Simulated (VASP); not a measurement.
OSZICAR of a VASP run on In (bct):

**OSZICAR**
```
       N       E                     dE             d eps       ncg     rms          rms(c)
DAV:   1     0.713638441842E+02    0.71364E+02   -0.64425E+03  4906   0.161E+03
DAV:   2     0.289620174091E+00   -0.71074E+02   -0.69977E+02  4936   0.290E+02
DAV:   3    -0.251950617019E+01   -0.28091E+01   -0.28002E+01  5622   0.657E+01
DAV:   4    -0.258345226419E+01   -0.63946E-01   -0.63929E-01  6150   0.101E+01
DAV:   5    -0.258612392088E+01   -0.26717E-02   -0.26716E-02  5968   0.170E+00    0.208E+00
DAV:   6    -0.256556088330E+01    0.20563E-01   -0.40989E-02  5642   0.440E+00    0.104E+00
DAV:   7    -0.256171278341E+01    0.38481E-02   -0.13207E-02  5718   0.231E+00    0.240E-01
DAV:   8    -0.256150094234E+01    0.21184E-03   -0.76815E-04  5760   0.552E-01    0.312E-02
DAV:   9    -0.256150718171E+01   -0.62394E-05   -0.15037E-05  6558   0.571E-02    0.121E-02
DAV:  10    -0.256150799368E+01   -0.81196E-06   -0.10775E-06  3622   0.134E-02
   1 F= -.25615080E+01 E0= -.25614324E+01  d E =-.256151E+01
```

Q: Which electronic solver shows in the log?

A: It is blocked Davidson (ALGO = Normal, or the opening steps of other solvers). The INCAR had ALGO = Normal.

Q: Can the final energy be trusted as converged?

A: The run converged. It stopped with EDIFF = 1E-6, NELM = 100, NSW = 60 and EDIFFG = -0.01 after 1 ionic step (PBE GGA, plane waves, VASP's PBE PAW potentials (set 64)).

The compound is In in the bct structure. It was relaxed first. The start is the result of an earlier pass.
